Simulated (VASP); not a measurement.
# How biaxial strain in the (001) plane changes Al

Wanted: the elastic response of Al to biaxial strain in the (001) plane, with a fit that predicts a row left out.

Program: VASP 6.6.1. Level of theory: r2SCAN; plane waves and PAW (Al), in the first sound run; inputs show where later runs differ. Results are calculated unless marked as measured.

### 1. Set-up

The structure is cubic, space group Fm-3m (No. 225). The conventional cell has a = 4.050 Å, b = 4.050 Å, c = 4.050 Å, α = 90.00°, β = 90.00°, γ = 90.00°. Nearest to Al lie 12 Al at 2.86 Å.

### 2. Relax the crystal, r2SCAN

The series starts from the cell that this level prefers, so that zero strain is near zero stress.

This step took 2 runs in a row; the last is shown.

Level: r2SCAN; plane waves and PAW (Al).

Contents of INCAR:

```
SYSTEM = Al
PREC = Accurate
ENCUT = 450
EDIFF = 1E-07
NELM = 120
ISMEAR = 1
SIGMA = 0.15
LREAL = .FALSE.
ALGO = Normal
METAGGA = R2SCAN
LASPH = .TRUE.
NBANDS = 7
LORBIT = 11
LWAVE = .FALSE.
LCHARG = .FALSE.
KPAR = 8
IBRION = 2
NSW = 40
ISIF = 3
EDIFFG = -0.005
POTIM = 0.4
```

Contents of POSCAR:

```
Al
1.0
    0.0000000000      1.9938882955      1.9938882955
    1.9938882955      0.0000000000      1.9938882955
    1.9938882955      1.9938882955      0.0000000000
Al
1
Direct
    0.0000000000      0.0000000000      0.0000000000
```

Contents of KPOINTS:

```
Automatic mesh
0
Gamma
25 25 25
0 0 0
```

The projector-augmented-wave data sets are Al (PBE family, release 64).

Launch:

```console
> mpirun -np 8 vasp_std
```

Output:

```text
[banner, memory and clock lines left out]
running    8 mpi-ranks, on    1 nodes
[...]
|                                                                             |
|           W    W    AA    RRRRR   N    N  II  N    N   GGGG   !!!           |
|           W    W   A  A   R    R  NN   N  II  NN   N  G    G  !!!           |
|           W    W  A    A  R    R  N N  N  II  N N  N  G       !!!           |
|           W WW W  AAAAAA  RRRRR   N  N N  II  N  N N  G  GGG   !            |
|           WW  WW  A    A  R   R   N   NN  II  N   NN  G    G                |
|           W    W  A    A  R    R  N    N  II  N    N   GGGG   !!!           |
|                                                                             |
|     For optimal performance we recommend to set                             |
|       NCORE = 2 up to number-of-cores-per-socket                            |
|     NCORE specifies how many cores store one orbital (NPAR=cpu/NCORE).      |
|     This setting can greatly improve the performance of VASP for DFT.       |
[...]
|     You enforced a specific xc type in the INCAR file but a different       |
|     [... a line on the potential file left out ...]
|     I HOPE YOU KNOW WHAT YOU ARE DOING!                                     |
|                                                                             |

 LDA part: xc-table for (None), standard interpolation
 POSCAR, INCAR and KPOINTS ok, starting setup
[...]
entering main loop
       N       E                     dE             d eps       ncg     rms          rms(c)
DAV:   1    -0.548222542371E+01   -0.54822E+01   -0.84095E+02  6496   0.211E+02
DAV:   2    -0.690578895915E+01   -0.14236E+01   -0.13696E+01  8617   0.213E+01
DAV:   3    -0.691435117248E+01   -0.85622E-02   -0.85566E-02  8736   0.185E+00
DAV:   4    -0.691436927692E+01   -0.18104E-04   -0.18105E-04  9667   0.739E-02
[...]
DAV:  11    -0.673865156935E+01   -0.14568E-06   -0.36500E-09  7322   0.504E-04    0.818E-04
DAV:  12    -0.673865226253E+01   -0.69318E-06   -0.11374E-09  4550   0.187E-04    0.341E-05
DAV:  13    -0.673865223707E+01    0.25465E-07   -0.12092E-10  3892   0.797E-05
   1 F= -.67386522E+01 E0= -.67385719E+01  d E =-.673865E+01
[...]
reached required accuracy - stopping structural energy minimisation
```

It took 10 s on 8 MPI ranks of Intel Xeon 6975P-C (Granite Rapids), shared host; peak memory 1.1 GiB.

The logs omit lines about the potential files and the build; timing stands in the text.

OUTCAR, selected parts (step 2):

```text
  Total        0.0035551      0.0035551      0.0035551      0.0000000     -0.0000000     -0.0000000
  in kB        0.3592778      0.3592778      0.3592778      0.0000000     -0.0000000     -0.0000000
  external PRESSURE =       0.3592778 kB  Pullay stress =       0.0000000 kB

 POSITION                                       TOTAL-FORCE (eV/Angst)
 -----------------------------------------------------------------------------------
      0.00000      0.00000      0.00000         0.000000      0.000000      0.000000
 -----------------------------------------------------------------------------------
    total drift:                                0.000000     -0.000000     -0.000000

  FREE ENERGIE OF THE ION-ELECTRON SYSTEM (eV)
  ---------------------------------------------------
  free  energy   TOTEN  =        -6.7386522371 eV

  energy  without entropy=       -6.7384113660  energy(sigma->0) =       -6.73857195

 reached required accuracy - stopping structural energy minimisation

[... 3 further parts left out ...]
[key lines of the parts left out:]
E-fermi :   8.4806
```

Numbers from this step:

* energy(sigma→0) of the program: -6.7386 eV
* stress, compression positive: xx, yy, zz 0.04, 0.04, 0.04 GPa
* volume: 15.854 Å³
* ionic steps: 1

### 3. Strain along the normal, r2SCAN

One member in full: the plane is strained by -1.5 %, and the strain along the normal is moved by secant steps until the normal stress is under 0.012 GPa or five steps are spent; the atoms relax at each step.

This step took 3 runs, each at a new trial strain with the atoms of the one before; the last is shown.

Level: r2SCAN; plane waves and PAW (Al).

Edit INCAR of step 2 so:

```diff
@@ -15,7 +15,7 @@
 LCHARG = .FALSE.
-KPAR = 8
-IBRION = 2
-NSW = 40
-ISIF = 3
-EDIFFG = -0.005
-POTIM = 0.4
+KPAR = 2
+IBRION = 1
+NSW = 25
+ISIF = 2
+EDIFFG = -0.004
+POTIM = 0.3
```

Contents of POSCAR:

```
Al
1.0
    0.0000000000      1.9639799710      2.0230140150
    1.9639799710      0.0000000000      2.0230140150
    1.9639799710      1.9639799710      0.0000000000
Al
1
Direct
    0.0000000000      0.0000000000      0.0000000000
```

KPOINTS is that of step 2.

Launch:

```console
> mpirun -np 2 vasp_std
```

Output:

```text
[banner, memory and clock lines left out]
running    2 mpi-ranks, on    1 nodes
[...]
[... a notice as in an earlier step ...]

 LDA part: xc-table for (None), standard interpolation
 POSCAR, INCAR and KPOINTS ok, starting setup
[...]
entering main loop
       N       E                     dE             d eps       ncg     rms          rms(c)
DAV:   1    -0.543029120598E+01   -0.54303E+01   -0.81749E+02 16898   0.209E+02
DAV:   2    -0.689859699160E+01   -0.14683E+01   -0.14107E+01 22155   0.214E+01
DAV:   3    -0.690759409514E+01   -0.89971E-02   -0.89908E-02 22652   0.188E+00
DAV:   4    -0.690761378526E+01   -0.19690E-04   -0.19691E-04 25172   0.745E-02
[...]
DAV:  11    -0.673535711845E+01   -0.14175E-06   -0.48269E-09 19173   0.548E-04    0.488E-04
DAV:  12    -0.673535767273E+01   -0.55428E-06   -0.10746E-09 11893   0.182E-04    0.505E-05
DAV:  13    -0.673535764151E+01    0.31219E-07   -0.11594E-10 10444   0.780E-05
   1 F= -.67353576E+01 E0= -.67353639E+01  d E =-.673536E+01
 BRION: g(F)=  0.880E-65 g(S)=  0.000E+00
 reached required accuracy - stopping structural energy minimisation
```

Elapsed: 79 s, on 2 MPI ranks; peak memory 0.38 GiB; 2.6 min of CPU time.

OUTCAR, selected parts (step 3):

```text
  Total        0.2379246      0.2379246      0.0003650      0.0000000      0.0000000     -0.0000000
  in kB       24.4256948     24.4256948      0.0374716      0.0000000      0.0000000     -0.0000000
  external PRESSURE =      16.2962870 kB  Pullay stress =       0.0000000 kB

 POSITION                                       TOTAL-FORCE (eV/Angst)
 -----------------------------------------------------------------------------------
      0.00000      0.00000      0.00000        -0.000000     -0.000000      0.000000
 -----------------------------------------------------------------------------------
    total drift:                                0.000000      0.000000     -0.000000

  FREE ENERGIE OF THE ION-ELECTRON SYSTEM (eV)
  ---------------------------------------------------
  free  energy   TOTEN  =        -6.7353576415 eV

  energy  without entropy=       -6.7353764135  energy(sigma->0) =       -6.73536390

[... 1 part as in an earlier step ...]

[... 3 further parts left out ...]
[key lines of the parts left out:]
E-fermi :   8.6262
```

This run gave:

| Property | Result |
| --- | --- |
| energy(sigma→0) of the program | -6.7354 eV |
| stress, compression positive | xx, yy, zz 2.44, 2.44, 0.00 GPa |
| ionic steps | 1 |

### 4. All members

The other members went through these steps as far as the tables show, with the same cutoff and, step by step, the same mesh; 27 runs are not shown. The session took 1.2 core hours (wall time by ranks) on a shared machine.

| in-plane strain (%) | strain along the normal (%) | in-plane stress, tension positive (GPa) | energy above the unstrained row, extrapolated to no smearing (meV/atom) |
| --- | --- | --- | --- |
| -2.000 | 1.866 | -3.472 | 6.103 |
| -1.500 | 1.461 | -2.443 | 3.207 |
| -1.000 | 1.056 | -1.475 | 1.329 |
| -0.500 | 0.564 | -0.689 | 0.302 |
| 0 | 0.030 | -0.015 | 0.000 |
| 0.500 | -0.492 | 0.609 | 0.237 |
| 1.000 | -0.862 | 1.389 | 1.168 |
| 1.500 | -1.291 | ? | ? |
| 2.000 | -1.737 | 2.671 | 5.296 |

### 5. Stress from the known rows

Fitting a parabola to the 8 known rows (e: strain in %) gives stress = − 0.09904 e² + 1.502 e + 0.01132 in GPa; the residuals are 0.076 GPa r.m.s.

At e = 1.5 this predicts 2.041 GPa.

### 6. The withheld row

The calculation gives 2.065 GPa, so the prediction is 0.024 GPa too low, within twice the residual of the fit.

Slopes at zero strain, from cubics through all rows: strain ratio -0.983, stress over strain 139 GPa (the cubic misses the stress by 0.04 GPa r.m.s., so this slope is good to some per cent only).

### 7. Results

```
error of the predicted stress      : -0.024 GPa
ratio of normal to in-plane strain : -0.983
biaxial modulus                    : 139 GPa
```

**Reading.** As a check, the curvature of the energy gives 128 GPa for the same modulus (energy per volume = M × strain²), 8 % from the slope of the stress; these energies are extrapolated to no smearing, while the stress belongs to the free energy, so part of the difference may come from that. These are static values: temperature and zero-point motion are left out. In a metal the slopes also depend on mesh and smearing, which were held through the series.

[Lines on the potential files, build, host, timing and source positions are cut from VASP's logs without a mark.]

[Logs are printed without paths, hosts, clocks, repeated set-up lines and the standing remarks that a program may print on its own settings, such as how far it seeks lower states.]

[Hosts, paths, dates, database ids (printed as entryN), source tags and the programs' standing remarks are cut or masked in the printed files.]

[In band tables of VASP the shares of atoms and orbitals are scaled to a sum of 1 inside the atoms' spheres.]
